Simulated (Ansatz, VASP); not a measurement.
K2HfSe3 in VASP and in Ansatz

```
K Hf Se
1.0
     6.29966    0.00000    0.00000
    -3.14983    5.45566    0.00000
     0.00000    0.00000    5.12554
K Hf Se
2 1 3
Direct
  0.66667 0.33333 0.00000
  0.33333 0.66667 0.00000
  0.00000 0.00000 0.00000
  0.00000 0.50000 0.50000
  0.50000 0.00000 0.50000
  0.50000 0.50000 0.50000
```

Change from the starting cell: species swapped into the NdB2Ru3 type (P6/mmm, No. 191).

Alike in both runs: functional PBE; k mesh 6 × 6 × 8; occupations gaussian, width 0.1 eV; no spin polarisation.

Ansatz relaxed the structure, and its values are those at the end. VASP's run is a single point on that final structure, the one shown.

|  | VASP | Ansatz |
| --- | --- | --- |
| version | VASP 6.6.1 | Ansatz 0.2.0 |
| potentials or method | VASP PAW PBE potentials, release 64 (K_sv, Hf_pv, Se) | scalar-relativistic, plane waves, PAW |
| plane-wave cutoff (eV) | 520 | 420 |
| valence electrons in the cell | 46 | 92 |

|  | VASP | Ansatz | Ansatz less VASP |
| --- | --- | --- | --- |
| gap on the k mesh at the Fermi level (eV) | none | none | - |
| pressure (GPa) | 0.1 | 0.0 | -0.07 |

A gap of «none» marks a metal or a gap that the smearing closes. The two sets of potentials don't hold the same shells in valence.

The runs have no spin-orbit coupling, so splittings on Hf are missing.
